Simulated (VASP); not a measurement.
# NaAg3 (Pm-3m) in VASP: further runs

One crystal, NaAg3, is run at these levels: LDA; tasks: single point.

Program: VASP 6.6.1. These are calculated values, not measurements. Logs are shortened: lines on timing, memory, paths and dates and some standing lists are left out, and cuts for length are marked.

## (1) Starting point

Symmetry: Pm-3m, No. 221, cubic system. Conventional cell: a = 4.244 Å, b = 4.244 Å, c = 4.244 Å, α = 90.00°, β = 90.00°, γ = 90.00°. Na (site symmetry m-3m) has 12 Ag at 3.00 Å as nearest neighbours. Ag (site symmetry 4/mmm) is surrounded by 4 Na at 3.00 Å and 8 Ag at 3.00 Å.

The cell comes from a database or a generator and needn't be the stable form of this composition.

## (2) Single point, LDA

File INCAR:

```
SYSTEM = NaAg3
PREC = Accurate
ENCUT = 520
EDIFF = 1E-6
ISMEAR = -1
SIGMA = 0.01
LREAL = .False.
LASPH = .True.
NELM = 100
ALGO = Normal
ISIF = 2
LWAVE = .False.
LCHARG = .False.
NBANDS = 28
```

File KPOINTS:

```
Automatic mesh
0
Gamma
  4 4 4
  0 0 0
```

File POSCAR:

```
NaAg3
1.0
    4.2441940000      0.0000000000      0.0000000000
    0.0000000000      4.2441940000      0.0000000000
    0.0000000000      0.0000000000      4.2441940000
Na Ag
1 3
Direct
    0.0000000000      0.0000000000      0.0000000000
    0.0000000000      0.5000000000      0.5000000000
    0.5000000000      0.0000000000      0.5000000000
    0.5000000000      0.5000000000      0.0000000000
```

Potentials or basis: VASP PAW LDA potentials, release 64 (Na_pv, Ag).

On the command line:

```console
> cat potpaw_LDA.64/Na_pv/POTCAR potpaw_LDA.64/Ag/POTCAR > POTCAR
> mpirun -np 1 vasp_std > vasp.out
```

OUTCAR:

```text
SYSTEM = NaAg3
   PREC = Accurate
   ENCUT = 520
   EDIFF = 1E-6
   ISMEAR = -1
   LREAL = .False.
   LASPH = .True.
   NELM = 100
   ISIF = 2

 ion  position               nearest neighbor table
   1  0.000  0.000  0.000-   2 3.00   3 3.00   4 3.00   2 3.00   3 3.00   2 3.00   4 3.00   2 3.00
                             3 3.00   4 3.00   3 3.00   4 3.00
   2  0.000  0.500  0.500-   1 3.00   3 3.00   4 3.00   1 3.00   4 3.00   1 3.00   3 3.00   1 3.00
                             3 3.00   4 3.00   4 3.00   3 3.00
   3  0.500  0.000  0.500-   1 3.00   2 3.00   4 3.00   1 3.00   4 3.00   2 3.00   4 3.00   4 3.00
                             1 3.00   2 3.00   1 3.00   2 3.00
   4  0.500  0.500  0.000-   1 3.00   2 3.00   3 3.00   2 3.00   3 3.00   1 3.00   3 3.00   3 3.00
                             1 3.00   2 3.00   2 3.00   1 3.00

  LATTYP: Found a simple cubic cell.
 ALAT       =     4.2441940000

  Lattice vectors:

 A1 = (   4.2441940000,   0.0000000000,   0.0000000000)
 A2 = (   0.0000000000,   4.2441940000,   0.0000000000)
 A3 = (   0.0000000000,   0.0000000000,   4.2441940000)

Analysis of symmetry for initial positions (statically):
=====================================================================
 Subroutine PRICEL returns:
 Original cell was already a primitive cell.

 Routine SETGRP: Setting up the symmetry group for a
 simple cubic supercell.

 Subroutine GETGRP returns: Found 48 space group operations
 (whereof 48 operations were pure point group operations)
 out of a pool of 48 trial point group operations.

The static configuration has the point symmetry O_h .

Analysis of symmetry for dynamics (positions and initial velocities):
=====================================================================
 Subroutine PRICEL returns:
 Original cell was already a primitive cell.

 Routine SETGRP: Setting up the symmetry group for a
 simple cubic supercell.

 Subroutine GETGRP returns: Found 48 space group operations
 (whereof 48 operations were pure point group operations)
 out of a pool of 48 trial point group operations.

The dynamic configuration has the point symmetry O_h .

 Subroutine INISYM returns: Found 48 space group operations
 (whereof 48 operations are pure point group operations),
 and found     1 'primitive' translations

----------------------------------------------------------------------------------------

                                     Primitive cell

  volume of cell :      76.4514

  direct lattice vectors                    reciprocal lattice vectors
     4.244194000  0.000000000  0.000000000     0.235615997  0.000000000  0.000000000
     0.000000000  4.244194000  0.000000000     0.000000000  0.235615997  0.000000000
     0.000000000  0.000000000  4.244194000     0.000000000  0.000000000  0.235615997

  length of vectors
     4.244194000  4.244194000  4.244194000     0.235615997  0.235615997  0.235615997

  position of ions in fractional coordinates (direct lattice)
     0.000000000  0.000000000  0.000000000
     0.000000000  0.500000000  0.500000000
     0.500000000  0.000000000  0.500000000
     0.500000000  0.500000000  0.000000000

  ion indices of the primitive-cell ions
   primitive index   ion index
                 1           1
                 2           2
                 3           3
                 4           4

----------------------------------------------------------------------------------------

 KPOINTS: Automatic mesh

Automatic generation of k-mesh.
 Grid dimensions read from file:
 generate k-points for:    4    4    4

 Generating k-lattice:

  Cartesian coordinates                     Fractional coordinates (reciprocal lattice)
     0.058903999  0.000000000  0.000000000     0.250000000  0.000000000  0.000000000
     0.000000000  0.058903999  0.000000000     0.000000000  0.250000000  0.000000000
     0.000000000  0.000000000  0.058903999     0.000000000  0.000000000  0.250000000

  Length of vectors
     0.058903999  0.058903999  0.058903999

  Shift w.r.t. Gamma in fractional coordinates (k-lattice)
     0.000000000  0.000000000  0.000000000

 Subroutine IBZKPT returns following result:
 ===========================================

 Found     10 irreducible k-points:

 Following reciprocal coordinates:
            Coordinates               Weight
  0.000000  0.000000  0.000000      1.000000
  0.250000  0.000000  0.000000      6.000000
  0.500000  0.000000  0.000000      3.000000
  0.250000  0.250000  0.000000     12.000000
  0.500000  0.250000  0.000000     12.000000
  0.500000  0.500000  0.000000      3.000000
  0.250000  0.250000  0.250000      8.000000
  0.500000  0.250000  0.250000     12.000000
  0.500000  0.500000  0.250000      6.000000
  0.500000  0.500000  0.500000      1.000000
   k-points           NKPTS =     10   k-points in BZ     NKDIM =     10   number of bands    NBANDS=     28
   number of dos      NEDOS =    301   number of ions     NIONS =      4
   total plane-waves  NPLWV =  32768
   dimension x,y,z NGX =    32 NGY =   32 NGZ =   32
   dimension x,y,z NGXF=    64 NGYF=   64 NGZF=   64
   ions per type =               1   3
   NGX,Y,Z   is equivalent  to a cutoff of  12.53, 12.53, 12.53 a.u.
   NGXF,Y,Z  is equivalent  to a cutoff of  25.07, 25.07, 25.07 a.u.
 SYSTEM =  NaAg3
   PREC   = accura    normal or accurate (medium, high low for compatibility)
   ISTART =      0    job   : 0-new  1-cont  2-samecut
   ICHARG =      2    charge: 1-file 2-atom 10-const
   ISPIN  =      1    spin polarized calculation?
   LNONCOLLINEAR =      F non collinear calculations
   LSORBIT =      F    spin-orbit coupling
   LASPH  =      T    aspherical Exc in radial PAW
   ENCUT  =  520.0 eV  38.22 Ry    6.18 a.u.   7.89  7.89  7.89*2*pi/ulx,y,z
   NELM   =    100;   NELMIN=  2; NELMDL= -5     # of ELM steps
   EDIFF  = 0.1E-05   stopping-criterion for ELM
   LREAL  =      F    real-space projection
   EDIFFG = 0.1E-04   stopping-criterion for IOM
   NSW    =      0    number of steps for IOM
   IBRION =     -1    ionic relax: 0-MD 1-quasi-New 2-CG
   NFREE  =      0    steps in history (QN), initial steepest desc. (CG)
   ISIF   =      2    stress and relaxation
   ISYM   =      2    0-nonsym 1-usesym 2-fastsym
   POTIM  = 0.5000    time-step for ionic-motion
   TEBEG  =    0.0;   TEEND  =   0.0 temperature during run
   PSTRESS=    0.0 pullay stress
   NELECT =      40.0000    total number of electrons
   NUPDOWN=      -1.0000    fix difference up-down
   EMIN   =  10.00;   EMAX   =-10.00  energy-range for DOS
   EFERMI =   0.00;   METHOD = LEGACY
   ISMEAR =    -1;   SIGMA  =   0.01  broadening in eV -4-tet -1-fermi 0-gaus
   EFERMI_NEDOS =   21; number of points for ismear=-14 and -15
   IALGO  =     38    algorithm
   IMIX   =      4    mixing-type and parameters
     AMIX     =   0.40;   BMIX     =  1.00
     AMIX_MAG =   1.60;   BMIX_MAG =  1.00
  volume/ion in A,a.u.               =      19.11       128.98
  Fermi-wavevector in a.u.,A,eV,Ry     =   1.319166  2.492863 23.676860  1.740200
  Thomas-Fermi vector in A             =   2.449084
   LORBIT       =      0    0 simple, 1 ext, 2 COOP (PROOUT), +10 PAW based schemes
   GGA     = CA    functional components
   LHFCALC =     F    Hartree Fock is set to
   AEXX    =    0.0000 exact exchange contribution
   IVDW    =     0    specifies the selected vdW correction
   LEPSILON=     F    determine dielectric tensor
   LRPA    =     F    only Hartree local field effects (RPA)
 non-spin polarized calculation
  energy-cutoff  :      520.00
  volume of cell :       76.45
 maximum number of plane-waves:      2103
 NGX is ok and might be reduce to    32
   NGX = 15   NGY = 15   NGZ = 15

 number of electron      39.9999984 magnetization

 Free energy of the ion-electron system (eV)
  ---------------------------------------------------
  ext. energy  EPLUGINS =         0.00000000
  ---------------------------------------------------
  free energy    TOTEN  =       -12.25373769 eV

  energy without entropy =      -12.24991428  energy(sigma->0) =      -12.25182599

 E-fermi :   5.5807     XC(G=0): -11.1789

 val. band max:        5.5764500992   @ k =   0.2500   0.2500   0.0000
 cond. band min:       5.5822966049   @ k =   0.5000   0.5000   0.2500
 fundamental gap:      0.0058465057
 Fermi energy:         5.5806510987

 k-point     1 :       0.0000    0.0000    0.0000
  band No.  band energies     occupation
      1     -17.9439      2.00000
      2     -17.9439      2.00000
      3     -17.9439      2.00000
      4      -1.0956      2.00000
      5      -0.1984      2.00000
      6       0.0538      2.00000
[... 20 lines left out ...]
     27      15.5537      0.00000
     28      15.5537      0.00000

 k-point     2 :       0.2500    0.0000    0.0000
  band No.  band energies     occupation
      1     -17.9486      2.00000
      2     -17.9442      2.00000
      3     -17.9442      2.00000
      4      -0.5806      2.00000
      5       0.0575      2.00000
      6       0.1346      2.00000
[... 20 lines left out ...]
     27      13.7614      0.00000
     28      14.9352      0.00000

 k-point     3 :       0.5000    0.0000    0.0000
  band No.  band energies     occupation
      1     -17.9533      2.00000
      2     -17.9445      2.00000
      3     -17.9445      2.00000
      4       0.0348      2.00000
      5       0.2300      2.00000
      6       0.2555      2.00000
[... 20 lines left out ...]
     27      13.2214      0.00000
     28      13.4940      0.00000

 k-point     4 :       0.2500    0.2500    0.0000
  band No.  band energies     occupation
      1     -17.9489      2.00000
      2     -17.9477      2.00000
      3     -17.9444      2.00000
      4      -0.1886      2.00000
      5       0.2439      2.00000
      6       0.3469      2.00000
[... 144 lines left out ...]
     27      16.5271      0.00000
     28      16.6239      0.00000

 k-point     9 :       0.5000    0.5000    0.2500
  band No.  band energies     occupation
      1     -17.9505      2.00000
      2     -17.9505      2.00000
      3     -17.9472      2.00000
      4       0.2129      2.00000
      5       0.2129      2.00000
      6       0.2378      2.00000
[... 20 lines left out ...]
     27      18.1439      0.00000
     28      18.1901      0.00000

 k-point    10 :       0.5000    0.5000    0.5000
  band No.  band energies     occupation
      1     -17.9495      2.00000
      2     -17.9495      2.00000
      3     -17.9495      2.00000
      4       0.0122      2.00000
      5       0.0175      2.00000
      6       0.0175      2.00000
[... 20 lines left out ...]
     27      20.7397      0.00000
     28      20.8906      0.00000

------------------------ aborting loop because EDIFF is reached ----------------------------------------

  FORCE on cell =-STRESS in cart. coord.  units (eV):
  Direction    XX          YY          ZZ          XY          YZ          ZX
  --------------------------------------------------------------------------------------
  -------------------------------------------------------------------------------------
  Total       -3.6143742     -3.6143742     -3.6143742     -0.0000000      0.0000000     -0.0000000
  in kB      -75.7457062    -75.7457062    -75.7457062     -0.0000000      0.0000000     -0.0000000
  external PRESSURE =     -75.7457062 kB  Pullay stress =       0.0000000 kB

 VOLUME and BASIS-vectors are now :
 -----------------------------------------------------------------------------
  energy-cutoff  :      520.00
  volume of cell :       76.45
      direct lattice vectors                 reciprocal lattice vectors
     4.244194000  0.000000000  0.000000000     0.235615997  0.000000000  0.000000000
     0.000000000  4.244194000  0.000000000     0.000000000  0.235615997  0.000000000
     0.000000000  0.000000000  4.244194000     0.000000000  0.000000000  0.235615997

 POSITION                                       TOTAL-FORCE (eV/Angst)
 -----------------------------------------------------------------------------------
      0.00000      0.00000      0.00000         0.000000      0.000000      0.000000
      0.00000      2.12210      2.12210         0.000000      0.000000      0.000000
      2.12210      0.00000      2.12210         0.000000      0.000000      0.000000
      2.12210      2.12210      0.00000         0.000000      0.000000      0.000000
 -----------------------------------------------------------------------------------
    total drift:                                0.000000     -0.000000     -0.000000

  FREE ENERGIE OF THE ION-ELECTRON SYSTEM (eV)
  ---------------------------------------------------
  free  energy   TOTEN  =       -12.2537376914 eV

  energy  without entropy=      -12.2499142823  energy(sigma->0) =      -12.25182599
```

It took 8.5 s on 1 thread of Intel Xeon Platinum 8488C (Sapphire Rapids), shared host; peak memory 0.15 GiB.

What came out:

* Free energy: -12.2537 eV
* Pressure: -7.6 GPa
* Band gap on the k mesh: none (metal or under the smearing width)

Levels at points of the mesh, in eV from the Fermi level:
```tsv
k point	band 18	band 19	band 20	band 21	band 22	band 23
(0.00, 0.00, 0.00)	-3.02	-3.02	1.94	1.94	1.94	4.63
(0.50, 0.00, 0.00)	-3.53	-3.41	-3.02	4.38	4.38	5.78
(0.50, 0.50, 0.00)	-3.84	-2.25	-0.61	-0.61	-0.25	6.89
(0.50, 0.50, 0.50)	-3.21	-0.34	0.31	0.31	0.31	1.89
```

Caveat: the k mesh is coarse (spacing up to 0.37 Å⁻¹), so the values aren't converged.

## (3) Single point, LDA

File INCAR:

```
ALGO = Normal ; EDIFF = 1E-6
ENCUT = 520 ; GGA = CA
ISIF = 2 ; ISMEAR = -1
LASPH = True ; LCHARG = False
LREAL = False ; LWAVE = False
NBANDS = 28 ; NELM = 100
PREC = Accurate ; SIGMA = 0.01
```

File KPOINTS:

```
k-points
0
Gamma
  4 4 4
```

POSCAR: that of step 2 with these lines changed.

```diff
@@ -9,3 +9,3 @@
     0.0000000000      0.0000000000      0.0000000000
-    0.0000000000      0.5000000000      0.5000000000
+    0.0000000000      0.5000000000      0.5750000000
     0.5000000000      0.0000000000      0.5000000000
```

Potentials or basis: VASP PAW LDA potentials, release 64 (Na_pv, Ag).

On the command line:

```console
> cat potpaw_LDA.64/Na_pv/POTCAR potpaw_LDA.64/Ag/POTCAR > POTCAR
> mpirun -np 1 vasp_std > vasp.out
```

Run time: 21 s. Hardware: 1 thread of Intel Xeon Platinum 8488C (Sapphire Rapids), shared host; peak memory 0.18 GiB.

It converged, with:

| Item | Value |
| --- | --- |
| Free energy | -12.1184 eV |
| Pressure | -6.0 GPa |
| Largest force | 0.879 eV/Å |
| Band gap on the k mesh | none (metal or under the smearing width) |

Forces in eV/Å, atoms in the order of the input:
```
Na   0.000  0.000  0.469
Ag   0.000  0.000 -0.879
Ag   0.000  0.000  0.121
Ag   0.000  0.000  0.290
```

Stress tensor (GPa, compression positive):
```
-6.53  0.00  0.00
 0.00 -5.98  0.00
 0.00  0.00 -5.63
```

Levels at points of the mesh, in eV from the Fermi level:
```tsv
k point	band 17	band 18	band 19	band 20	band 21	band 22	band 23	band 24
(0.00, 0.00, 0.00)	-3.11	-3.05	-3.01	1.93	1.94	2.06	4.49	4.66
(0.50, 0.00, 0.00)	-3.59	-3.47	-3.31	-3.01	4.16	4.38	5.14	6.05
(0.00, 0.50, 0.00)	-3.67	-3.51	-3.39	-3.03	4.38	4.50	5.61	5.87
(0.00, 0.00, 0.50)	-3.67	-3.53	-3.23	-3.09	4.37	4.37	5.77	5.93
(0.50, 0.50, 0.00)	-3.93	-3.78	-2.24	-0.67	-0.65	-0.23	6.77	6.93
(0.00, 0.50, 0.50)	-3.85	-3.60	-2.19	-0.71	-0.61	-0.19	6.60	6.83
(0.50, 0.00, 0.50)	-3.80	-3.78	-2.27	-0.69	-0.64	-0.22	6.85	6.88
(0.50, 0.50, 0.50)	-3.25	-3.21	-0.31	0.21	0.32	0.34	1.84	1.89
```

Caveat: the k mesh is coarse (spacing up to 0.37 Å⁻¹), so the values aren't converged.

(Continued in part 2 of 2.)
